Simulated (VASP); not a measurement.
# K2PdC2 (P3m1) in VASP: a series of runs

Runs on K2PdC2. Level: LDA. Tasks: single point.

Program: VASP 6.6.1. These are calculated values, not measurements. Logs are shortened: lines on timing, memory, paths and dates and some standing lists are left out, and cuts for length are marked.

### 1 The cell of the first run

It takes space group P3m1 (No. 156, trigonal). Conventional cell: a = 5.118 Å, b = 5.118 Å, c = 5.258 Å, α = 90.00°, β = 90.00°, γ = 120.00°. K (site symmetry 3m) is surrounded by 3 C at 3.02 Å and 3 Pd at 3.30 Å. K (site symmetry 3m) has 6 C at 2.99 to 3.41 Å and 3 Pd at 3.30 Å as nearest neighbours. Pd (site symmetry 3m) is surrounded by 2 C at 1.91 to 2.08 Å. Around C (site symmetry 3m) lie 1 C at 1.26 Å. C (site symmetry 3m) has 1 C at 1.26 Å as nearest neighbours.

The cell comes from a database or a generator and needn't be the stable form of this composition.

### 2 Single point, LDA

The input, INCAR:

```
SYSTEM = K2PdC2
PREC = Accurate ; ENCUT = 520
EDIFF = 1E-6 ; ISMEAR = 0
SIGMA = 0.05 ; LREAL = .FALSE.
LASPH = .TRUE. ; NELM = 100
ALGO = Normal ; ISIF = 2
LWAVE = .FALSE. ; LCHARG = .FALSE.
GGA = CA ; NBANDS = 26
```

The input, KPOINTS:

```
Automatic mesh
0
G
  6 6 6
  0 0 0
```

The input, POSCAR:

```
K2PdC2
1.0
    5.1181840614      0.0000000000      0.0000000000
   -2.5590920307      4.4324774185      0.0000000000
    0.0000000000      0.0000000000      5.2581371800
K Pd C
2 1 2
Direct
    0.6666666667      0.3333333333      0.7201982100
    0.3333333333      0.6666666667      0.2798017900
    0.0000000000      0.0000000000      0.0000000000
    0.0000000000      0.0000000000      0.6035559057
    0.0000000000      0.0000000000      0.3631623457
```

Potentials or basis: VASP PAW LDA potentials, release 64 (K_sv, Pd, C).

Launch:

```bash
$ cat potpaw_LDA.64/K_sv/POTCAR potpaw_LDA.64/Pd/POTCAR potpaw_LDA.64/C/POTCAR > POTCAR
$ mpirun -np 1 vasp_std > vasp.out
```

OUTCAR:

```text
SYSTEM = K2PdC2
   PREC = Accurate
   ENCUT = 520
   EDIFF = 1E-6
   ISMEAR = 0
   LREAL = .FALSE.
   LASPH = .TRUE.
   NELM = 100
   ISIF = 2
   GGA = CA

 ion  position               nearest neighbor table
   1  0.667  0.333  0.720-   3 3.30   3 3.30   3 3.30   2 3.75   2 3.75   2 3.75
   2  0.333  0.667  0.280-   3 3.30   3 3.30   3 3.30   1 3.75   1 3.75   1 3.75
   3  0.000  0.000  0.000-   5 1.91   4 2.08   1 3.30   2 3.30   1 3.30   2 3.30   1 3.30   2 3.30

   4  0.000  0.000  0.604-   5 1.26   3 2.08
   5  0.000  0.000  0.363-   4 1.26   3 1.91

  LATTYP: Found a hexagonal cell.
 ALAT       =     5.1181840614
 C/A-ratio  =     1.0273442918

  Lattice vectors:

 A1 = (   5.1181840614,   0.0000000000,   0.0000000000)
 A2 = (  -2.5590920307,   4.4324774185,   0.0000000000)
 A3 = (   0.0000000000,   0.0000000000,   5.2581371800)

Analysis of symmetry for initial positions (statically):
=====================================================================
 Subroutine PRICEL returns:
 Original cell was already a primitive cell.

 Routine SETGRP: Setting up the symmetry group for a
 hexagonal supercell.

 Subroutine GETGRP returns: Found  6 space group operations
 (whereof  6 operations were pure point group operations)
 out of a pool of 24 trial point group operations.

The static configuration has the point symmetry C_3v.

Analysis of symmetry for dynamics (positions and initial velocities):
=====================================================================
 Subroutine PRICEL returns:
 Original cell was already a primitive cell.

 Routine SETGRP: Setting up the symmetry group for a
 hexagonal supercell.

 Subroutine GETGRP returns: Found  6 space group operations
 (whereof  6 operations were pure point group operations)
 out of a pool of 24 trial point group operations.

The dynamic configuration has the point symmetry C_3v.

 Subroutine INISYM returns: Found  6 space group operations
 (whereof  6 operations are pure point group operations),
 and found     1 'primitive' translations

----------------------------------------------------------------------------------------

                                     Primitive cell

  volume of cell :     119.2873

[... 88 lines left out ...]
   ISPIN  =      1    spin polarized calculation?
   LNONCOLLINEAR =      F non collinear calculations
   LSORBIT =      F    spin-orbit coupling
   LASPH  =      T    aspherical Exc in radial PAW
   ENCUT  =  520.0 eV  38.22 Ry    6.18 a.u.   9.52  9.52  9.78*2*pi/ulx,y,z
   NELM   =    100;   NELMIN=  2; NELMDL= -5     # of ELM steps
   EDIFF  = 0.1E-05   stopping-criterion for ELM
   LREAL  =      F    real-space projection
   EDIFFG = 0.1E-04   stopping-criterion for IOM
   NSW    =      0    number of steps for IOM
   IBRION =     -1    ionic relax: 0-MD 1-quasi-New 2-CG
   NFREE  =      0    steps in history (QN), initial steepest desc. (CG)
   ISIF   =      2    stress and relaxation
   ISYM   =      2    0-nonsym 1-usesym 2-fastsym
   POTIM  = 0.5000    time-step for ionic-motion
   TEBEG  =    0.0;   TEEND  =   0.0 temperature during run
   PSTRESS=    0.0 pullay stress
   NELECT =      36.0000    total number of electrons
   NUPDOWN=      -1.0000    fix difference up-down
   EMIN   =  10.00;   EMAX   =-10.00  energy-range for DOS
   EFERMI =   0.00;   METHOD = LEGACY
   ISMEAR =     0;   SIGMA  =   0.05  broadening in eV -4-tet -1-fermi 0-gaus
   EFERMI_NEDOS =   21; number of points for ismear=-14 and -15
   IALGO  =     38    algorithm
   IMIX   =      4    mixing-type and parameters
     AMIX     =   0.40;   BMIX     =  1.00
     AMIX_MAG =   1.60;   BMIX_MAG =  1.00
  volume/ion in A,a.u.               =      23.86       161.00
  Fermi-wavevector in a.u.,A,eV,Ry     =   1.098106  2.075119 16.406402  1.205837
  Thomas-Fermi vector in A             =   2.234478
   LORBIT       =      0    0 simple, 1 ext, 2 COOP (PROOUT), +10 PAW based schemes
   GGA     = CA    functional components
   LHFCALC =     F    Hartree Fock is set to
   AEXX    =    0.0000 exact exchange contribution
   IVDW    =     0    specifies the selected vdW correction
   LEPSILON=     F    determine dielectric tensor
   LRPA    =     F    only Hartree local field effects (RPA)
 non-spin polarized calculation
 Gauss-broadening in eV      SIGMA  =   0.05
  energy-cutoff  :      520.00
  volume of cell :      119.29
 maximum number of plane-waves:      3247
 NGX is ok and might be reduce to    40
   NGX = 19   NGY = 19   NGZ = 19

 number of electron      36.0000005 magnetization

 Free energy of the ion-electron system (eV)
  ---------------------------------------------------
  ext. energy  EPLUGINS =         0.00000000
  ---------------------------------------------------
  free energy    TOTEN  =       -28.68435548 eV

  energy without entropy =      -28.68435548  energy(sigma->0) =      -28.68435548

 E-fermi :   1.0886     XC(G=0):  -8.6297

 val. band max:        0.8154949867   @ k =   0.0000   0.0000   0.5000
 cond. band min:       2.1718716303   @ k =   0.5000   0.0000   0.5000
 fundamental gap:      1.3563766437
 Fermi energy:         1.0885786282

 k-point     1 :       0.0000    0.0000    0.0000
  band No.  band energies     occupation
      1     -28.7052      2.00000
      2     -28.6425      2.00000
      3     -12.6814      2.00000
      4     -12.4787      2.00000
      5     -12.4787      2.00000
      6     -12.3682      2.00000
[... 685 lines left out ...]
     25       7.0344      0.00000
     26       7.2821      0.00000

 [... further k-points ...]
[... 5 lines left out ...]
  --------------------------------------------------------------------------------------
  -------------------------------------------------------------------------------------
  Total       -1.3787463     -1.3787463     -1.9424353      0.0000000     -0.0000000      0.0000000
  in kB      -18.5182782    -18.5182782    -26.0893230      0.0000000     -0.0000000      0.0000000
  external PRESSURE =     -21.0419598 kB  Pullay stress =       0.0000000 kB

 VOLUME and BASIS-vectors are now :
 -----------------------------------------------------------------------------
  energy-cutoff  :      520.00
  volume of cell :      119.29
      direct lattice vectors                 reciprocal lattice vectors
     5.118184061  0.000000000  0.000000000     0.195381797  0.112803733  0.000000000
    -2.559092031  4.432477419  0.000000000     0.000000000  0.225607466  0.000000000
     0.000000000  0.000000000  5.258137180     0.000000000  0.000000000  0.190181421

 POSITION                                       TOTAL-FORCE (eV/Angst)
 -----------------------------------------------------------------------------------
      2.55909      1.47749      3.78690        -0.000000      0.000000      0.037253
     -0.00000      2.95498      1.47124         0.000000      0.000000     -0.021173
      0.00000      0.00000      0.00000         0.000000     -0.000000     -1.658258
      0.00000      0.00000      3.17358         0.000000     -0.000000      1.055044
      0.00000      0.00000      1.90956         0.000000     -0.000000      0.587134
 -----------------------------------------------------------------------------------
    total drift:                               -0.000000      0.000000      0.000420

  FREE ENERGIE OF THE ION-ELECTRON SYSTEM (eV)
  ---------------------------------------------------
  free  energy   TOTEN  =       -28.6843554830 eV

  energy  without entropy=      -28.6843554830  energy(sigma->0) =      -28.68435548
```

OSZICAR:

```text
N       E                     dE             d eps       ncg     rms          rms(c)
DAV:   1     0.248574356472E+03    0.24857E+03   -0.16493E+04  1768   0.123E+03
DAV:   2    -0.117819051480E+02   -0.26036E+03   -0.24815E+03  1984   0.351E+02
DAV:   3    -0.324265685762E+02   -0.20645E+02   -0.20456E+02  2900   0.830E+01
DAV:   4    -0.331047610794E+02   -0.67819E+00   -0.67620E+00  2422   0.154E+01
DAV:   5    -0.331404101730E+02   -0.35649E-01   -0.35641E-01  2742   0.250E+00    0.136E+01
DAV:   6    -0.290979810984E+02    0.40424E+01   -0.90473E+00  2164   0.168E+01    0.604E+00
DAV:   7    -0.287674451433E+02    0.33054E+00   -0.38663E+00  2350   0.108E+01    0.510E+00
DAV:   8    -0.287098668029E+02    0.57578E-01   -0.50847E-01  2578   0.413E+00    0.291E+00
DAV:   9    -0.286841943217E+02    0.25672E-01   -0.69030E-02  2248   0.159E+00    0.293E-01
DAV:  10    -0.286839711374E+02    0.22318E-03   -0.37859E-03  2968   0.343E-01    0.158E-01
DAV:  11    -0.286843186222E+02   -0.34748E-03   -0.11116E-03  2616   0.161E-01    0.664E-02
DAV:  12    -0.286843509154E+02   -0.32293E-04   -0.24800E-04  2192   0.102E-01    0.168E-02
DAV:  13    -0.286843541115E+02   -0.31961E-05   -0.25520E-05  2522   0.327E-02    0.902E-03
DAV:  14    -0.286843554074E+02   -0.12959E-05   -0.23012E-06  1712   0.924E-03    0.312E-03
DAV:  15    -0.286843554830E+02   -0.75609E-07   -0.34871E-07  1538   0.481E-03
   1 F= -.28684355E+02 E0= -.28684355E+02  d E =-.508732E-16
```

stdout:

```text
POSCAR found type information on POSCAR K PdC
 POSCAR found :  3 types and       5 ions
 scaLAPACK will be used
 LDA part: xc-table for (Slater(with rela. corr.)+CA(PZ))
 , standard interpolation
 POSCAR, INCAR and KPOINTS ok, starting setup
 FFT: planning ... GRIDC
 FFT: planning ... GRID_SOFT
 FFT: planning ... GRID
 WAVECAR not read
 entering main loop
```

Wall time 2.1 min (1 thread of Intel Xeon Platinum 8559C (Emerald Rapids), shared host); peak memory 0.26 GiB.

What came out:

| Quantity | Value |
| --- | --- |
| Free energy | -28.6844 eV |
| Pressure | -2.1 GPa |
| Largest force | 1.658 eV/Å |
| Band gap on the k mesh | 1.36 eV, indirect (least direct gap 1.38 eV) |

Forces on the atoms (eV/Å):
```
K    0.000  0.000  0.037
K    0.000  0.000 -0.021
Pd   0.000  0.000 -1.658
C    0.000  0.000  1.055
C    0.000  0.000  0.587
```

Levels at points of the mesh, in eV from the valence-band top:
| k point | band 15 | band 16 | band 17 | band 18 | band 19 | band 20 | band 21 | band 22 |
| --- | --- | --- | --- | --- | --- | --- | --- | --- |
| (0.00, 0.00, 0.00) | -1.82 | -1.54 | -1.14 | -1.14 | 4.02 | 4.37 | 5.23 | 5.23 |
| (0.50, 0.00, 0.00) | -1.77 | -1.23 | -1.05 | -0.52 | 2.43 | 3.56 | 4.58 | 5.30 |
| (0.00, 0.00, 0.50) | -1.15 | -1.15 | 0.00 | 0.00 | 2.66 | 2.66 | 3.59 | 4.59 |
| (0.50, 0.00, 0.50) | -1.06 | -0.74 | -0.06 | -0.03 | 1.36 | 2.86 | 4.64 | 4.75 |

Caveat: forces of over 1 eV/Å show positions far from the minimum, so gaps and moduli don't describe the material at rest.

### 3 Single point, LDA

The input, INCAR:

```
PREC = Accurate
ENCUT = 520
EDIFF = 1E-7
ISMEAR = 0
SIGMA = 0.05
LREAL = False
LASPH = True
NELM = 100
ALGO = Normal
ISIF = 2
LWAVE = False
LCHARG = True
GGA = CA
LELF = True
LVHAR = True
NBANDS = 26
```

The input, KPOINTS:

```
regular mesh
0
Gamma
  6 6 6
```

Edit POSCAR of step 2 so:

```diff
@@ -11,3 +11,3 @@
     0.0000000000      0.0000000000      0.0000000000
-    0.0000000000      0.0000000000      0.6035559057
-    0.0000000000      0.0000000000      0.3631623457
+    0.0000000000      0.0000000000      0.6059331734
+    0.0000000000      0.0000000000      0.3655396134
```

Potentials or basis: VASP PAW LDA potentials, release 64 (K_sv, Pd, C).

Launch:

```bash
$ cat potpaw_LDA.64/K_sv/POTCAR potpaw_LDA.64/Pd/POTCAR potpaw_LDA.64/C/POTCAR > POTCAR
$ mpirun -np 1 vasp_std > vasp.out
```

OUTCAR:

```text
PREC = Accurate
   ENCUT = 520
   EDIFF = 1E-7
   ISMEAR = 0
   LREAL = False
   LASPH = True
   NELM = 100
   ISIF = 2
   GGA = CA

 ion  position               nearest neighbor table
   1  0.667  0.333  0.720-   3 3.30   3 3.30   3 3.30   2 3.75   2 3.75   2 3.75
   2  0.333  0.667  0.280-   3 3.30   3 3.30   3 3.30   1 3.75   1 3.75   1 3.75
   3  0.000  0.000  0.000-   5 1.92   4 2.07   1 3.30   2 3.30   1 3.30   2 3.30   1 3.30   2 3.30

   4  0.000  0.000  0.606-   5 1.26   3 2.07
   5  0.000  0.000  0.366-   4 1.26   3 1.92

[... 902 lines left out ...]
  -------------------------------------------------------------------------------------
  Total       -1.3817835     -1.3817835     -2.1533399      0.0000000     -0.0000000      0.0000000
  in kB      -18.5590718    -18.5590718    -28.9220336      0.0000000     -0.0000000      0.0000000
  external PRESSURE =     -22.0133924 kB  Pullay stress =       0.0000000 kB

 VOLUME and BASIS-vectors are now :
 -----------------------------------------------------------------------------
  energy-cutoff  :      520.00
  volume of cell :      119.29
      direct lattice vectors                 reciprocal lattice vectors
     5.118184061  0.000000000  0.000000000     0.195381797  0.112803733  0.000000000
    -2.559092031  4.432477419  0.000000000     0.000000000  0.225607466  0.000000000
     0.000000000  0.000000000  5.258137180     0.000000000  0.000000000  0.190181421

 POSITION                                       TOTAL-FORCE (eV/Angst)
 -----------------------------------------------------------------------------------
      2.55909      1.47749      3.78690        -0.000000      0.000000      0.037201
     -0.00000      2.95498      1.47124         0.000000     -0.000000     -0.023348
      0.00000      0.00000      0.00000        -0.000000     -0.000000     -1.408908
      0.00000      0.00000      3.18608         0.000000     -0.000000      0.973631
      0.00000      0.00000      1.92206         0.000000     -0.000000      0.421425
 -----------------------------------------------------------------------------------
    total drift:                               -0.000000      0.000000      0.000185

  FREE ENERGIE OF THE ION-ELECTRON SYSTEM (eV)
  ---------------------------------------------------
  free  energy   TOTEN  =       -28.7033338252 eV

  energy  without entropy=      -28.7033338252  energy(sigma->0) =      -28.70333383
```

OSZICAR:

```text
N       E                     dE             d eps       ncg     rms          rms(c)
DAV:   1     0.248510332548E+03    0.24851E+03   -0.16493E+04  1768   0.123E+03
DAV:   2    -0.116215829197E+02   -0.26013E+03   -0.24807E+03  1972   0.351E+02
DAV:   3    -0.324197397272E+02   -0.20798E+02   -0.20606E+02  2902   0.831E+01
DAV:   4    -0.331058435378E+02   -0.68610E+00   -0.68398E+00  2406   0.155E+01
DAV:   5    -0.331436280825E+02   -0.37785E-01   -0.37775E-01  2760   0.260E+00    0.135E+01
DAV:   6    -0.291166492180E+02    0.40270E+01   -0.89432E+00  2164   0.167E+01    0.602E+00
DAV:   7    -0.287863526791E+02    0.33030E+00   -0.38328E+00  2348   0.108E+01    0.509E+00
DAV:   8    -0.287287611734E+02    0.57592E-01   -0.50697E-01  2570   0.412E+00    0.290E+00
DAV:   9    -0.287032002299E+02    0.25561E-01   -0.68794E-02  2224   0.158E+00    0.292E-01
DAV:  10    -0.287029474172E+02    0.25281E-03   -0.38289E-03  2970   0.347E-01    0.158E-01
DAV:  11    -0.287033031223E+02   -0.35571E-03   -0.11481E-03  2592   0.163E-01    0.663E-02
DAV:  12    -0.287033293800E+02   -0.26258E-04   -0.26896E-04  2208   0.105E-01    0.173E-02
DAV:  13    -0.287033324625E+02   -0.30825E-05   -0.26850E-05  2496   0.333E-02    0.917E-03
DAV:  14    -0.287033337481E+02   -0.12856E-05   -0.23794E-06  2020   0.915E-03    0.313E-03
DAV:  15    -0.287033338252E+02   -0.77091E-07   -0.39152E-07  2230   0.463E-03
   1 F= -.28703334E+02 E0= -.28703334E+02  d E =-.117301E-15
```

stdout:

```text
POSCAR found type information on POSCAR K PdC
 POSCAR found :  3 types and       5 ions
 scaLAPACK will be used
 LDA part: xc-table for (Slater(with rela. corr.)+CA(PZ))
 , standard interpolation
 POSCAR, INCAR and KPOINTS ok, starting setup
 FFT: planning ... GRIDC
 FFT: planning ... GRID_SOFT
 FFT: planning ... GRID
 WAVECAR not read
 entering main loop
```

Run time: 2.1 min. Hardware: 1 thread of Intel Xeon Platinum 8559C (Emerald Rapids), shared host; peak memory 0.26 GiB.

Results:

- Free energy: -28.7033 eV
- Pressure: -2.2 GPa
- Largest force: 1.409 eV/Å
- Band gap on the k mesh: 1.35 eV, indirect (least direct gap 1.38 eV)

Forces on the atoms (eV/Å):
```
K    0.000  0.000  0.037
K    0.000  0.000 -0.023
Pd   0.000  0.000 -1.409
C    0.000  0.000  0.974
C    0.000  0.000  0.421
```

Caveat: forces of over 1 eV/Å show positions far from the minimum, so gaps and moduli don't describe the material at rest.

### 4 Single point, LDA

The input, INCAR:

```
  PREC = Accurate
  ENCUT = 520
  EDIFF = 1E-7
  ISMEAR = 0
  SIGMA = 0.05
  LREAL = F
  LASPH = T
  NELM = 100
  ALGO = Normal
  ISIF = 2
  LWAVE = F
  LCHARG = F
  NBANDS = 26
```

KPOINTS is that of step 3.

Edit POSCAR of step 3 so:

```diff
@@ -11,3 +11,3 @@
     0.0000000000      0.0000000000      0.0000000000
-    0.0000000000      0.0000000000      0.6059331734
-    0.0000000000      0.0000000000      0.3655396134
+    0.0000000000      0.0000000000      0.6130649767
+    0.0000000000      0.0000000000      0.3726714167
```

Launch:

```bash
$ cat potpaw_LDA.64/K_sv/POTCAR potpaw_LDA.64/Pd/POTCAR potpaw_LDA.64/C/POTCAR > POTCAR
$ mpirun -np 1 vasp_std > vasp.out
```

It took 2 min on 1 thread of Intel Xeon Platinum 8559C (Emerald Rapids), shared host; peak memory 0.26 GiB.

It converged, with:

- Free energy: -28.7422 eV
- Pressure: -2.4 GPa
- Largest force: 0.705 eV/Å
- Band gap on the k mesh: 1.35 eV, indirect (least direct gap 1.38 eV)

Forces on the atoms (eV/Å):
```
K    0.000  0.000  0.037
K    0.000  0.000 -0.029
Pd   0.000  0.000 -0.691
C    0.000  0.000  0.705
C    0.000  0.000 -0.021
```

Stress tensor (GPa, compression positive):
```
-1.86  0.00  0.00
 0.00 -1.86  0.00
 0.00  0.00 -3.48
```

Levels at points of the mesh, in eV from the valence-band top:
| k point | band 16 | band 17 | band 18 | band 19 | band 20 | band 21 |
| --- | --- | --- | --- | --- | --- | --- |
| (0.00, 0.00, 0.00) | -1.54 | -1.13 | -1.13 | 4.01 | 4.38 | 5.22 |
| (0.50, 0.00, 0.00) | -1.22 | -1.04 | -0.52 | 2.42 | 3.55 | 4.60 |
| (0.00, 0.00, 0.50) | -1.14 | 0.00 | 0.00 | 2.64 | 2.64 | 3.58 |
| (0.50, 0.00, 0.50) | -0.76 | -0.06 | -0.03 | 1.35 | 2.85 | 4.63 |

### 5 Summary

| cell | gap on the mesh (eV) | pressure (GPa) | largest force (eV/Å) |
| --- | --- | --- | --- |
| all C atoms moved +0.087 Å, as atom 4 towards its neighbour atom 5 (C) at 1.264 Å | 1.36 | -2.1 | 1.66 |
| all C atoms moved +0.075 Å, as atom 4 towards its neighbour atom 5 (C) at 1.264 Å | 1.35 | -2.2 | 1.41 |
| all C atoms moved +0.037 Å, as atom 4 towards its neighbour atom 5 (C) at 1.264 Å | 1.35 | -2.4 | 0.70 |

Alike in all rows: task single point; level LDA; potentials or basis VASP PAW LDA potentials, release 64 (K_sv, Pd, C); no spin polarisation; k mesh 6 × 6 × 6; cutoff (eV) 520; smearing gaussian 0.05 eV.

Caveats: forces of over 1 eV/Å show positions far from the minimum, so gaps and moduli don't describe the material at rest (some runs).

Total energies depend on the potentials used, so only differences within one code and one set of settings carry meaning.
